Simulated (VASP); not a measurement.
All values below come from PBE GGA with D3 dispersion (Becke-Johnson damping), VASP's PBE PAW potentials (set 64) (plane waves; VASP).

VASP input:

KPOINTS:
```
K-points
0
G
15 15 10
0 0 0
```

File POSCAR:
```
TiAl
1
    2.7851319614     0.0000000000     0.0000000000
    0.0000000000     2.7851319614     0.0000000000
    0.0000000000     0.0000000000     4.0048545263
Ti Al
1 1
Direct
  0.0000000000   0.0000000000   0.0000000000
  0.5000000000   0.5000000000   0.5000000000
```

INCAR:
```
SYSTEM = TiAl
PREC = Accurate
ENCUT = 520
EDIFF = 1E-7
NELM = 100
ALGO = Normal
LREAL = .FALSE.
LASPH = .TRUE.
ISMEAR = -5
GGA = PE
IVDW = 12
LMAXMIX = 4
LWAVE = .FALSE.
LCHARG = .TRUE.
LORBIT = 11
NEDOS = 601
ISIF = 2
```

POTCAR, in this order: Ti_sv Al (PBE.64 set). Program: vasp_std.

What VASP printed:

### OSZICAR
```
       N       E                     dE             d eps       ncg     rms          rms(c)
DAV:   1     0.899007809141E+02    0.89901E+02   -0.75138E+03  4752   0.140E+03
DAV:   2    -0.789945535846E+01   -0.97800E+02   -0.95087E+02  4791   0.335E+02
DAV:   3    -0.136900766318E+02   -0.57906E+01   -0.55477E+01  7501   0.789E+01
DAV:   4    -0.139044787278E+02   -0.21440E+00   -0.21211E+00  5951   0.131E+01
DAV:   5    -0.139133616703E+02   -0.88829E-02   -0.88639E-02  6919   0.241E+00    0.101E+01
DAV:   6    -0.125138428154E+02    0.13995E+01   -0.12096E+01  5842   0.384E+01    0.337E+00
DAV:   7    -0.123804132791E+02    0.13343E+00   -0.10745E+00  5443   0.113E+01    0.202E+00
DAV:   8    -0.123708953237E+02    0.95180E-02   -0.14219E-01  5308   0.424E+00    0.478E-01
DAV:   9    -0.123693356785E+02    0.15596E-02   -0.22206E-02  5592   0.198E+00    0.255E-01
DAV:  10    -0.123696475268E+02   -0.31185E-03   -0.16360E-03  6010   0.482E-01    0.567E-02
DAV:  11    -0.123696427011E+02    0.48258E-05   -0.34518E-04  5949   0.205E-01    0.458E-02
DAV:  12    -0.123696471588E+02   -0.44578E-05   -0.29103E-05  5377   0.619E-02    0.116E-02
DAV:  13    -0.123696468475E+02    0.31131E-06   -0.10393E-06  6348   0.114E-02    0.685E-03
DAV:  14    -0.123696467432E+02    0.10433E-06   -0.64235E-07  5102   0.108E-02    0.665E-04
DAV:  15    -0.123696467075E+02    0.35706E-07   -0.28483E-08  2720   0.172E-03
   1 F= -.13377984E+02 E0= -.13377984E+02  d E =0.000000E+00
```

OUTCAR:
```
------------------------ aborting loop because EDIFF is reached ----------------------------------------
 Edisp (eV)   -1.00834
  FORCE on cell =-STRESS in cart. coord.  units (eV):
  Direction    XX          YY          ZZ          XY          YZ          ZX
  --------------------------------------------------------------------------------------
  Total      -0.02428    -0.02428     0.04668     0.00000    -0.00000     0.00000
  in kB      -1.25216    -1.25216     2.40737     0.00000    -0.00000     0.00000
  external pressure =       -0.03 kB  Pullay stress =        0.00 kB
  volume of cell :       31.07
      direct lattice vectors                 reciprocal lattice vectors
     2.785131961  0.000000000  0.000000000     0.359049414  0.000000000  0.000000000
     0.000000000  2.785131961  0.000000000     0.000000000  0.359049414  0.000000000
     0.000000000  0.000000000  4.004854526     0.000000000  0.000000000  0.249696960
 POSITION                                       TOTAL-FORCE (eV/Angst)
 -----------------------------------------------------------------------------------
      0.00000      0.00000      0.00000         0.000000      0.000000      0.000000
      1.39257      1.39257      2.00243         0.000000      0.000000      0.000000
 -----------------------------------------------------------------------------------
    total drift:                                0.000000      0.000000      0.000000
  FREE ENERGIE OF THE ION-ELECTRON SYSTEM (eV)
  ---------------------------------------------------
  free  energy   TOTEN  =       -13.3779841946 eV

  energy  without entropy=      -13.3779841946  energy(sigma->0) =      -13.37798419

 total charge

# of ion       s       p       d       tot
------------------------------------------
    1        2.208   6.129   1.990  10.327
    2        0.416   0.435   0.000   0.850
--------------------------------------------------
tot          2.624   6.563   1.990  11.177
```
(Selected blocks of OUTCAR.)

For a metal the tetrahedron method with Blöchl corrections gives inexact stress and forces.

The compound is TiAl in the L1_0 structure. It was relaxed first. The electron count is odd and the run is not spin-polarised, which forces a metal.
